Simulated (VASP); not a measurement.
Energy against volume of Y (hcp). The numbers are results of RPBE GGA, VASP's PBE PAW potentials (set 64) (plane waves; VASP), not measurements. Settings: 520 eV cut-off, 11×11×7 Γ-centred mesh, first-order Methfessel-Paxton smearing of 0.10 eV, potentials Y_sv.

Shape and ions are relaxed at each volume.

```json
[
 {"V (Å³/atom)": "32.890", "E (eV/atom)": "-6.10435"},
 {"V (Å³/atom)": "33.907", "E (eV/atom)": "-6.10948"},
 {"V (Å³/atom)": "34.924", "E (eV/atom)": "-6.10713"},
 {"V (Å³/atom)": "35.941", "E (eV/atom)": "-6.09818"}
]
```

### Question
Fit these four points and predict the energy of the run at 31.873 Å³/atom.

### Answer
A cubic in V^(−2/3), the third-order Birch-Murnaghan form, passes through the four points with V0 = 34.08 Å³/atom and B0 = 39 GPa, and gives -6.0907 eV/atom there. The run gave -6.0908 eV/atom, -0.0 meV/atom from the fit; all five points give B0 = 39 GPa.

The compound is Y in the hcp structure. It was relaxed first.
